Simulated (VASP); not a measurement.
A cell of Ba (bcc) near equilibrium:

```
CELL_PARAMETERS angstrom
     -2.53999     2.53999     2.53999
      2.53999    -2.53999     2.53999
      2.53999     2.53999    -2.53999
ATOMIC_POSITIONS crystal
  Ba 0.00000 0.00000 0.00000
```

The numbers are results of r2SCAN meta-GGA, VASP's PBE PAW potentials (set 64) (plane waves; VASP 6.6.1), not measurements.

```
run               ΔE (meV/atom)    σxx    σyy    σzz  largest shear component, with its sign (GPa)  largest force (eV/Å)
----------------  -------------  -----  -----  -----  --------------------------------------------  --------------------
as it is                    0.0  -0.03  -0.03  -0.03                                          0.00                 0.000
after one change           25.9   1.24   1.24   1.24                                          0.00                 0.000
```
Stress is in GPa, positive when the cell is compressed.

Question: Which change was made?
A. isotropic strain of -0.5 %
B. isotropic strain of -4.0 %
C. biaxial strain of -3.0 % in the yz plane
D. uniaxial strain of +0.5 % along z

Answer: B, isotropic strain of -4.0 %

The compound is Ba in the bcc structure.
